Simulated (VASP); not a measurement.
Computed with PBEsol GGA, VASP's PBE PAW potentials (set 64) (plane waves; VASP 6.6.1).

Input for VASP

INCAR:
```
! general
SYSTEM  = Fe2O3
PREC    = Accurate
ENCUT   = 520   ! plane-wave cut-off (eV)
LREAL   = .FALSE.   ! projection in real space or not
LASPH   = .TRUE.
ICHARG  = 11

! electronic loop
EDIFF   = 1E-7   ! SCF stop (eV)
NELM    = 100   ! most electronic steps
ALGO    = Normal   ! blocked Davidson
LMAXMIX = 4

! smearing
ISMEAR  = 0   ! Gaussian
SIGMA   = 0.05   ! width (eV)

! functional
GGA     = PS

! spin
ISPIN   = 2
MAGMOM  = 3.3 -3.3 3.3 -3.3 0.0 0.0 0.0 0.0 0.0 0.0

! output
LWAVE   = .FALSE.
LCHARG  = .FALSE.
LORBIT  = 11
```

KPOINTS:
```
k-points along high-symmetry lines
12
Line-mode
Reciprocal
  0.000000   0.000000   0.000000 ! GAMMA
 -0.500000  -0.500000  -0.500000 ! T

 -0.500000  -0.500000  -0.500000 ! T
 -0.500000  -0.233845  -0.766156 ! H_2

 -0.233844   0.233844  -0.500000 ! H_0
 -0.000000  -0.000000  -0.500000 ! L

 -0.000000  -0.000000  -0.500000 ! L
  0.000000   0.000000   0.000000 ! GAMMA

  0.000000   0.000000   0.000000 ! GAMMA
 -0.000000   0.366922  -0.366922 ! S_0

 -0.366922  -0.000000  -0.633078 ! S_2
 -0.500000  -0.000000  -0.500000 ! F

 -0.500000  -0.000000  -0.500000 ! F
  0.000000   0.000000   0.000000 ! GAMMA
```

File POSCAR:
```
Fe2O3
1
    4.7664770656    -2.4598598857     0.0230214182
    4.7664770656     2.4598598857     0.0230214182
    3.4773913992     0.0000000000     4.0839318487
Fe O
4 6
Direct
  0.8547576877   0.8547576877   0.8547576877
  0.3547576877   0.3547576877   0.3547576877
  0.1452423123   0.1452423123   0.1452423123
  0.6452423123   0.6452423123   0.6452423123
  0.4407456256   0.0592543744   0.7500000000
  0.0592543744   0.7500000000   0.4407456256
  0.5592543744   0.9407456256   0.2500000000
  0.2500000000   0.5592543744   0.9407456256
  0.9407456256   0.2500000000   0.5592543744
  0.7500000000   0.4407456256   0.0592543744
```

POTCAR, in this order: Fe O (PBE.64 set). Program: vasp_std. Read from the step before: CHGCAR.

Output

OUTCAR:
```
 ion  position               nearest neighbor table
   1  0.855  0.855  0.855-   8 1.90   9 1.90   7 1.90  10 2.09   5 2.09   6 2.09   4 2.86   3 2.90
                             3 2.90   3 2.90
   2  0.355  0.355  0.355-   6 1.90  10 1.90   5 1.90   9 2.09   7 2.09   8 2.09   3 2.86   4 2.90
                             4 2.90   4 2.90
   3  0.145  0.145  0.145-  10 1.90   6 1.90   5 1.90   8 2.09   7 2.09   9 2.09   2 2.86   1 2.90
                             1 2.90   1 2.90
   4  0.645  0.645  0.645-   9 1.90   8 1.90   7 1.90   6 2.09   5 2.09  10 2.09   1 2.86   2 2.90
                             2 2.90   2 2.90
   5  0.441  0.059  0.750-   2 1.90   3 1.90   1 2.09   4 2.09
   6  0.059  0.750  0.441-   2 1.90   3 1.90   4 2.09   1 2.09
   7  0.559  0.941  0.250-   1 1.90   4 1.90   3 2.09   2 2.09
   8  0.250  0.559  0.941-   1 1.90   4 1.90   3 2.09   2 2.09
   9  0.941  0.250  0.559-   4 1.90   1 1.90   2 2.09   3 2.09
  10  0.750  0.441  0.059-   3 1.90   2 1.90   1 2.09   4 2.09
  LATTYP: Found a trigonal (rhomboedric) cell.
 ALAT       =     5.3638367108
 COS(alpha) =     0.5793705703
 Subroutine PRICEL returns:
 Original cell was already a primitive cell.
 Subroutine GETGRP returns: Found 12 space group operations
The static configuration has the point symmetry S_6 .
 The point group associated with its full space group is D_3d.
The dynamic configuration has the point symmetry S_6 .
The overall configuration has the point symmetry S_6 .
 Subroutine INISYM returns: Found 12 space group operations
   k-points           NKPTS =     84   k-points in BZ     NKDIM =     84   number of bands    NBANDS=     40
   number of dos      NEDOS =    301   number of ions     NIONS =     10
   total plane-waves  NPLWV =  64000
   dimension x,y,z NGX =    40 NGY =   40 NGZ =   40
   dimension x,y,z NGXF=    80 NGYF=   80 NGZF=   80
   ions per type =               4   6
   PREC   = accura    normal or accurate (medium, high low for compatibility)
   ISTART =      0    job   : 0-new  1-cont  2-samecut
   ICHARG =     11    charge: 1-file 2-atom 10-const
   ISPIN  =      2    spin polarized calculation?
   LNONCOLLINEAR =      F non collinear calculations
   LSORBIT =      F    spin-orbit coupling
   INIWAV =      1    electr: 0-lowe 1-rand  2-diag
   ENCUT  =  520.0 eV  38.22 Ry    6.18 a.u.   9.97  9.97  9.97*2*pi/ulx,y,z
...
```

### OSZICAR
```
       N       E                     dE             d eps       ncg     rms          rms(c)
DAV:   1     0.716562240163E+03    0.71656E+03   -0.33167E+04 13440   0.209E+03
DAV:   2     0.398749650996E+02   -0.67669E+03   -0.65249E+03 14528   0.498E+02
DAV:   3    -0.670568331454E+02   -0.10693E+03   -0.10216E+03 16936   0.206E+02
DAV:   4    -0.794654804516E+02   -0.12409E+02   -0.11954E+02 21160   0.630E+01
DAV:   5    -0.799963276787E+02   -0.53085E+00   -0.52928E+00 17448   0.147E+01
DAV:   6    -0.800126903181E+02   -0.16363E-01   -0.16357E-01 20584   0.229E+00
DAV:   7    -0.800129475329E+02   -0.25721E-03   -0.25721E-03 17800   0.310E-01
DAV:   8    -0.800129582413E+02   -0.10708E-04   -0.10708E-04 20768   0.525E-02
DAV:   9    -0.800129585542E+02   -0.31294E-06   -0.31290E-06 14576   0.811E-03
DAV:  10    -0.800129585699E+02   -0.15704E-07   -0.15707E-07 12400   0.172E-03
   1 F= -.80012959E+02 E0= -.80012959E+02  d E =-.290246E-13  mag=     0.0000
```

OUTCAR:
```



 magnetization (x)

# of ion       s       p       d       tot
------------------------------------------
    1        0.008   0.010   3.327   3.346
    2       -0.008  -0.010  -3.327  -3.346
    3        0.008   0.010   3.327   3.346
    4       -0.008  -0.010  -3.327  -3.346
    5        0.000   0.000   0.000   0.000
    6        0.000   0.000   0.000   0.000
    7        0.000   0.000   0.000   0.000
    8        0.000   0.000   0.000   0.000
    9        0.000   0.000   0.000   0.000
   10        0.000   0.000   0.000   0.000
--------------------------------------------------
tot          0.000   0.000  -0.000  -0.000
```
(Selected blocks of OUTCAR.)

OUTCAR:
```
 val. band max:        4.5126378830   @ k =  -0.2727  -0.2727  -0.2727

 cond. band min:       5.0242532006   @ k =  -0.1063   0.1063  -0.5000



 spin component 1

 k-point     1 :       0.0000    0.0000    0.0000
  band No.  band energies     occupation
      1     -15.4413      1.00000
      2     -13.7645      1.00000
      3     -13.6604      1.00000
      4     -13.6604      1.00000
      5     -13.5948      1.00000
      6     -13.5948      1.00000
      7      -3.0679      1.00000
      8      -1.9758      1.00000
      9      -1.9758      1.00000
     10      -1.9566      1.00000
     11      -1.9566      1.00000
     12      -1.8627      1.00000
     13      -1.0869      1.00000
     14      -1.0869      1.00000
     15      -0.9112      1.00000
     16      -0.7078      1.00000
     17      -0.7078      1.00000
     18      -0.0651      1.00000
     19       0.6069      1.00000
     20       0.7258      1.00000
     21       0.7258      1.00000
     22       1.1381      1.00000
     23       1.6322      1.00000
     24       1.6322      1.00000
     25       1.9771      1.00000
     26       2.0019      1.00000
     27       2.0019      1.00000
     28       2.5311      1.00000
     29       2.5311      1.00000
     30       2.9215      1.00000
     31       3.7950      1.00000
     32       3.7950      1.00000
     33       4.2947      1.00000
     34       4.2947      1.00000
     35       5.2411      0.00000
     36       5.6173      0.00000
     37       5.6682      0.00000
     38       5.6682      0.00000
     39       5.6902      0.00000
     40       5.6902      0.00000

 k-point     2 :      -0.0455   -0.0455   -0.0455
  band No.  band energies     occupation
      1     -15.4343      1.00000
      2     -13.7751      1.00000
      3     -13.6602      1.00000
      4     -13.6602      1.00000
      5     -13.5952      1.00000
      6     -13.5952      1.00000
      7      -3.0494      1.00000
...
```

The density is held fixed in this step, so its total energy and stress have no physical meaning.

The compound is Fe2O3 in the corundum structure. It was relaxed first, which changed the volume by -5 %.
